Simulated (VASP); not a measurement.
Output of a VASP run:

### OUTCAR
```
 ion  position               nearest neighbor table
   1  0.000  0.000  0.000-   3 1.94   6 1.94   5 1.95   4 1.95   4 1.95   5 1.95   2 3.52   2 3.52
                             2 3.52   2 3.52   2 3.52   2 3.52   2 3.52   2 3.52
   2  0.500  0.500  0.500-   4 1.94   5 1.94   3 1.95   6 1.95   3 1.95   6 1.95   1 3.52   1 3.52
                             1 3.52   1 3.52   1 3.52   1 3.52   1 3.52   1 3.52
   3  0.304  0.304  0.000-   1 1.94   2 1.95   2 1.95
   4  0.804  0.196  0.500-   2 1.94   1 1.95   1 1.95
   5  0.196  0.804  0.500-   2 1.94   1 1.95   1 1.95
   6  0.696  0.696  0.000-   1 1.94   2 1.95   2 1.95
  LATTYP: Found a simple tetragonal cell.
 ALAT       =     4.5010089759
 C/A-ratio  =     0.6678320533
 Subroutine PRICEL returns:
 Original cell was already a primitive cell.
 Subroutine GETGRP returns: Found 16 space group operations
The static configuration has the point symmetry D_2h.
 The point group associated with its full space group is D_4h.
The dynamic configuration has the point symmetry D_2h.
 Subroutine INISYM returns: Found 16 space group operations
 Subroutine IBZKPT returns following result:
 Found     50 irreducible k-points:

 Following reciprocal coordinates:
            Coordinates               Weight
  0.000000  0.000000  0.000000      1.000000
  0.166667  0.000000  0.000000      4.000000
  0.333333  0.000000  0.000000      4.000000
  0.500000  0.000000  0.000000      2.000000
  0.166667  0.166667  0.000000      4.000000
  0.333333  0.166667  0.000000      8.000000
  0.500000  0.166667  0.000000      4.000000
  0.333333  0.333333  0.000000      4.000000
  0.500000  0.333333  0.000000      4.000000
  0.500000  0.500000  0.000000      1.000000
  0.000000  0.000000  0.125000      2.000000
  0.166667  0.000000  0.125000      8.000000
  0.333333  0.000000  0.125000      8.000000
  0.500000  0.000000  0.125000      4.000000
  0.166667  0.166667  0.125000      8.000000
  0.333333  0.166667  0.125000     16.000000
  0.500000  0.166667  0.125000      8.000000
  0.333333  0.333333  0.125000      8.000000
  0.500000  0.333333  0.125000      8.000000
  0.500000  0.500000  0.125000      2.000000
  0.000000  0.000000  0.250000      2.000000
  0.166667  0.000000  0.250000      8.000000
  0.333333  0.000000  0.250000      8.000000
  0.500000  0.000000  0.250000      4.000000
  0.166667  0.166667  0.250000      8.000000
  0.333333  0.166667  0.250000     16.000000
  0.500000  0.166667  0.250000      8.000000
  0.333333  0.333333  0.250000      8.000000
  0.500000  0.333333  0.250000      8.000000
  0.500000  0.500000  0.250000      2.000000
  0.000000  0.000000  0.375000      2.000000
  0.166667  0.000000  0.375000      8.000000
  0.333333  0.000000  0.375000      8.000000
  0.500000  0.000000  0.375000      4.000000
  0.166667  0.166667  0.375000      8.000000
  0.333333  0.166667  0.375000     16.000000
  0.500000  0.166667  0.375000      8.000000
  0.333333  0.333333  0.375000      8.000000
  0.500000  0.333333  0.375000      8.000000
  0.500000  0.500000  0.375000      2.000000
   k-points           NKPTS =     50   k-points in BZ     NKDIM =     50   number of bands    NBANDS=      8
   number of dos      NEDOS =    601   number of ions     NIONS =      6
   total plane-waves  NPLWV =  31104
   dimension x,y,z NGX =    36 NGY =   36 NGZ =   24
   dimension x,y,z NGXF=    72 NGYF=   72 NGZF=   48
   ions per type =               2   4
   PREC   = accura    normal or accurate (medium, high low for compatibility)
   ISTART =      0    job   : 0-new  1-cont  2-samecut
   ICHARG =      2    charge: 1-file 2-atom 10-const
   ISPIN  =      1    spin polarized calculation?
   LNONCOLLINEAR =      F non collinear calculations
   LSORBIT =      F    spin-orbit coupling
   INIWAV =      1    electr: 0-lowe 1-rand  2-diag
   ENCUT  =  520.0 eV  38.22 Ry    6.18 a.u.   8.37  8.37  5.59*2*pi/ulx,y,z
   NELM   =    100;   NELMIN=  2; NELMDL= -5     # of ELM steps
   EDIFF  = 0.1E-06   stopping-criterion for ELM
...
```

### OSZICAR
```
       N       E                     dE             d eps       ncg     rms          rms(c)
DAV:   1     0.278218050258E+01    0.27822E+01   -0.30888E+03   808   0.751E+02
DAV:   2    -0.176272616915E+02   -0.20409E+02   -0.19933E+02  1080   0.817E+01
DAV:   3    -0.183202709068E+02   -0.69301E+00   -0.69301E+00   960   0.210E+01
DAV:   4    -0.183216394074E+02   -0.13685E-02   -0.13685E-02  1160   0.969E-01
DAV:   5    -0.183216439109E+02   -0.45036E-05   -0.45036E-05   944   0.395E-02    0.601E+00
DAV:   6    -0.175210967807E+02    0.80055E+00   -0.62077E-01   864   0.475E+00    0.311E+00
DAV:   7    -0.172449161871E+02    0.27618E+00   -0.79972E-01   872   0.586E+00    0.461E-01
DAV:   8    -0.172520476452E+02   -0.71315E-02   -0.15542E-02   936   0.101E+00    0.513E-02
DAV:   9    -0.172520802666E+02   -0.32621E-04   -0.26246E-04  1144   0.134E-01    0.183E-02
DAV:  10    -0.172521130903E+02   -0.32824E-04   -0.58217E-05   904   0.662E-02    0.687E-03
DAV:  11    -0.172521123247E+02    0.76552E-06   -0.34799E-06   968   0.110E-02    0.211E-03
DAV:  12    -0.172521123066E+02    0.18157E-07   -0.29142E-07   936   0.428E-03
   1 F= -.17252112E+02 E0= -.17252112E+02  d E =0.000000E+00
```

File OUTCAR:
```
------------------------ aborting loop because EDIFF is reached ----------------------------------------
  FORCE on cell =-STRESS in cart. coord.  units (eV):
  Direction    XX          YY          ZZ          XY          YZ          ZX
  --------------------------------------------------------------------------------------
  Total       -0.0435484     -0.0435484      0.0493840     -0.0000000      0.0000000      0.0000000
  in kB       -1.1457399     -1.1457399      1.2992717     -0.0000000      0.0000000      0.0000000
  external PRESSURE =      -0.3307361 kB  Pullay stress =       0.0000000 kB
  volume of cell :       60.90
      direct lattice vectors                 reciprocal lattice vectors
     4.501008976  0.000000000  0.000000000     0.222172407  0.000000000  0.000000000
     0.000000000  4.501008976  0.000000000     0.000000000  0.222172407  0.000000000
     0.000000000  0.000000000  3.005918067     0.000000000  0.000000000  0.332677065
 POSITION                                       TOTAL-FORCE (eV/Angst)
 -----------------------------------------------------------------------------------
      0.00000      0.00000      0.00000         0.000000      0.000000      0.000000
      2.25050      2.25050      1.50296         0.000000      0.000000      0.000000
      1.36965      1.36965      0.00000         0.002506      0.002506      0.000000
      3.62015      0.88086      1.50296         0.002506     -0.002506     -0.000000
      0.88086      3.62015      1.50296        -0.002506      0.002506      0.000000
      3.13136      3.13136      0.00000        -0.002506     -0.002506     -0.000000
 -----------------------------------------------------------------------------------
    total drift:                                0.000000      0.000000     -0.000000
  FREE ENERGIE OF THE ION-ELECTRON SYSTEM (eV)
  ---------------------------------------------------
  free  energy   TOTEN  =       -17.2521123066 eV

  energy  without entropy=      -17.2521123066  energy(sigma->0) =      -17.25211231

 total charge

# of ion       s       p       d       tot
------------------------------------------
    1        0.153   0.153   0.040   0.345
    2        0.153   0.153   0.040   0.345
    3        0.558   0.002   0.000   0.561
    4        0.558   0.002   0.000   0.561
    5        0.558   0.002   0.000   0.561
    6        0.558   0.002   0.000   0.561
--------------------------------------------------
tot          2.539   0.314   0.080   2.933

 Electric field gradients after diagonalization (V/A^2)
 (convention: |V_zz| > |V_xx| > |V_yy|)
----------------------------------------------------------------------
 ion       V_xx      V_yy      V_zz     asymmetry (V_yy - V_xx)/ V_zz
----------------------------------------------------------------------
   1       5.663     0.230    -5.893       0.922
   2       5.663     0.230    -5.893       0.922
   3       4.322     1.072    -5.394       0.603
   4       4.322     1.072    -5.394       0.603
   5       4.322     1.072    -5.394       0.603
   6       4.322     1.072    -5.394       0.603
```
(Selected blocks of OUTCAR.)

**POSCAR**
```
MgH2
1
    4.5010089759    -0.0000000000     0.0000000000
    0.0000000000     4.5010089759     0.0000000000
    0.0000000000     0.0000000000     3.0059180665
Mg H
2 4
Direct
  0.0000000000   0.0000000000   0.0000000000
  0.5000000000   0.5000000000   0.5000000000
  0.3042979983   0.3042979983   0.0000000000
  0.8042979983   0.1957020017   0.5000000000
  0.1957020017   0.8042979983   0.5000000000
  0.6957020017   0.6957020017   0.0000000000
```

Q: Reconstruct the remaining input files.

A: Several could match; the one computed here: the input of the run itself, AM05 GGA, plane waves, VASP's PBE PAW potentials (set 64).

### KPOINTS
```
Automatic
0
G
6 6 8
```

INCAR:
```
ALGO = Normal
EDIFF = 1E-7
ENCUT = 520
GGA = AM
ISIF = 2
ISMEAR = -5
LASPH = .TRUE.
LCHARG = .TRUE.
LEFG = .TRUE.
LORBIT = 11
LREAL = .FALSE.
LWAVE = .FALSE.
NEDOS = 601
NELM = 100
PREC = Accurate
SYSTEM = MgH2
```

POTCAR, in this order: Mg H (PBE.64 set). Program: vasp_std.

The compound is MgH2 in the rutile structure. It was relaxed first.
